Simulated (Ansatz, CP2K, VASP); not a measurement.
**One calculation of SiF, 4 ways**

```
Si F
1.0
     3.02860    0.00000    0.00000
     0.00000    3.02860    0.00000
     0.00000    0.00000    3.02860
Si F
1 1
Direct
  0.50000 0.50000 0.50000
  0.00000 0.00000 0.00000
```

The cell comes from a database or a generator and needn't be the stable form of this composition.

Alike in all runs: task equation of state; functional PBE; k mesh 9 × 9 × 9; occupations fermi-dirac, width 0.05 eV; no spin polarisation; no spin-orbit coupling.

| program and potentials | plane-wave cutoff (eV) | notes | equilibrium volume (Å³/atom) | bulk modulus (GPa) |
| --- | --- | --- | --- | --- |
| Ansatz, Ansatz PAW | 420 | - | 13.92 | 73.3 |
| VASP, PBE PAW files F, Si, 520 eV | 520 | - | ? | ? |
| Ansatz, Ansatz PAW (earlier soft set) | 420 | - | 13.92 | 73.2 |
| CP2K, POTENTIAL_UZH Si GTH-PBE-q4, F GTH-PBE-q7; TZVP-MOLOPT-PBE-GTH basis | - | atomic basis | 13.94 | 73.1 |

Problem. Estimate from the other rows what the run with VASP, PBE PAW files F, Si, 520 eV gave.

Solution. Equilibrium volume 13.93 Å³/atom; bulk modulus 73.2 GPa. The other rows, which needn't bracket it: equilibrium volume 13.92 to 13.94; bulk modulus 73.1 to 73.3.
